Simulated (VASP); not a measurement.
Computed with PBEsol GGA, VASP's PBE PAW potentials (set 64) (plane waves; VASP 6.6.1).

A VASP calculation is set up with these files.

INCAR:
```
SYSTEM=PbF2
PREC=Accurate; ENCUT=520; LREAL=.False.
LASPH=.True.
EDIFF=1E-7; NELM=100; ALGO=Normal
LMAXMIX=4
ISMEAR=0; SIGMA=0.05
GGA=PS
ISIF=2
LWAVE=.False.; LCHARG=.False.
```

### KPOINTS
```
Automatic mesh
0
Gamma
7 7 7
0 0 0
```

File POSCAR:
```
PbF2
1
    0.0000000000     2.9766371040     2.9766371040
    2.9766371040     0.0000000000     2.9766371040
    2.9766371040     2.9766371040     0.0000000000
Pb F
1 2
Direct
  0.0000000000   0.0000000000   1.0000000000
  0.2500000000   0.2500000000   0.2500000000
  0.7500000000   0.7500000000   0.7500000000
```

POTCAR, in this order: Pb_d F (PBE.64 set). Program: vasp_std.

Output

### OSZICAR
```
       N       E                     dE             d eps       ncg     rms          rms(c)
DAV:   1     0.305648270636E+03    0.30565E+03   -0.14990E+04   720   0.178E+03
DAV:   2     0.122323645702E+02   -0.29342E+03   -0.28263E+03   802   0.452E+02
DAV:   3    -0.156778764164E+02   -0.27910E+02   -0.27652E+02   852   0.153E+02
DAV:   4    -0.165612753085E+02   -0.88340E+00   -0.88244E+00   782   0.281E+01
DAV:   5    -0.165889596596E+02   -0.27684E-01   -0.27683E-01   832   0.508E+00    0.719E+00
DAV:   6    -0.149596271612E+02    0.16293E+01   -0.87585E+00   942   0.251E+01    0.269E+00
DAV:   7    -0.149392658076E+02    0.20361E-01   -0.39665E-01   726   0.440E+00    0.151E+00
DAV:   8    -0.149290011687E+02    0.10265E-01   -0.95319E-02   724   0.368E+00    0.465E-01
DAV:   9    -0.149269754731E+02    0.20257E-02   -0.19205E-02   842   0.104E+00    0.984E-02
DAV:  10    -0.149283120348E+02   -0.13366E-02   -0.21767E-03   720   0.529E-01    0.342E-02
DAV:  11    -0.149282969804E+02    0.15054E-04   -0.15095E-04   786   0.155E-01    0.183E-02
DAV:  12    -0.149283156945E+02   -0.18714E-04   -0.10259E-04   800   0.108E-01    0.134E-02
DAV:  13    -0.149283142733E+02    0.14212E-05   -0.38957E-05   784   0.675E-02    0.499E-03
DAV:  14    -0.149283140445E+02    0.22884E-06   -0.30469E-06   742   0.134E-02    0.731E-04
DAV:  15    -0.149283140766E+02   -0.32150E-07   -0.91648E-08   632   0.250E-03
   1 F= -.14928314E+02 E0= -.14928314E+02  d E =-.558319E-12
```

File OUTCAR:
```
------------------------ aborting loop because EDIFF is reached ----------------------------------------
  FORCE on cell =-STRESS in cart. coord.  units (eV):
  Direction    XX          YY          ZZ          XY          YZ          ZX
  --------------------------------------------------------------------------------------
  Total       -0.7232754     -0.7232754     -0.7232754      0.0000000      0.0000000      0.0000000
  in kB      -21.9688127    -21.9688127    -21.9688127      0.0000000      0.0000000      0.0000000
  external PRESSURE =     -21.9688127 kB  Pullay stress =       0.0000000 kB
  volume of cell :       52.75
      direct lattice vectors                 reciprocal lattice vectors
     0.000000000  2.976637104  2.976637104    -0.167974793  0.167974793  0.167974793
     2.976637104  0.000000000  2.976637104     0.167974793 -0.167974793  0.167974793
     2.976637104  2.976637104  0.000000000     0.167974793  0.167974793 -0.167974793
 POSITION                                       TOTAL-FORCE (eV/Angst)
 -----------------------------------------------------------------------------------
      0.00000      0.00000      0.00000         0.000000     -0.000000      0.000000
      1.48832      1.48832      1.48832        -0.000000     -0.000000     -0.000000
      4.46496      4.46496      4.46496        -0.000000      0.000000      0.000000
 -----------------------------------------------------------------------------------
    total drift:                                0.000000     -0.000000      0.000000
  FREE ENERGIE OF THE ION-ELECTRON SYSTEM (eV)
  ---------------------------------------------------
  free  energy   TOTEN  =       -14.9283140766 eV

  energy  without entropy=      -14.9283140766  energy(sigma->0) =      -14.92831408
```
(Selected blocks of OUTCAR.)

The compound is PbF2 in the fluorite structure, the β form. This cell is one point of a volume scan, at 1.03 of the reference volume.
